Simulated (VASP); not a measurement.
Input:

```yaml
crystal:
  lattice:
    - [0.00000, 2.05999, 2.05999]
    - [2.05999, 0.00000, 2.05999]
    - [2.05999, 2.05999, 0.00000]
  atoms:
    - { symbol: V, position: [0.00000, 0.00000, 0.00000] }
    - { symbol: N, position: [0.50000, 0.50000, 0.50000] }
```

The numbers are results of PBE GGA, VASP's PBE PAW potentials (set 64) (plane waves; VASP), not measurements. Run with 520 eV cut-off, Gaussian smearing of 0.050 eV, potentials V_sv N.

### Question
Give the energies of bands 6 to 12 at the high-symmetry points, in eV from the Fermi level.

### Answer

| band | Γ | X | U | L | W |
|---|---|---|---|---|---|
| 6 | -2.21 | -6.64 | -6.50 | -8.88 | -6.20 |
| 7 | -2.21 | -3.80 | -6.49 | -6.07 | -6.20 |
| 8 | -2.21 | -3.64 | -5.01 | -6.07 | -5.95 |
| 9 | -1.51 | -3.64 | -1.16 | 0.61 | 0.15 |
| 10 | -1.51 | 0.53 | 0.87 | 0.61 | 0.15 |
| 11 | -1.51 | 1.23 | 1.32 | 1.48 | 1.23 |
| 12 | -0.45 | 1.23 | 2.67 | 5.02 | 2.17 |

It has no gap at this level: it comes out as a metal or semimetal.

The structure was generated: VN was put into the rock salt type (Fm-3m), which need not be its known phase. It was relaxed first, which changed the volume by -38 %. The run is not spin-polarised, so no magnetic state was tried. VASP warned that the highest band is occupied, so more bands are needed.
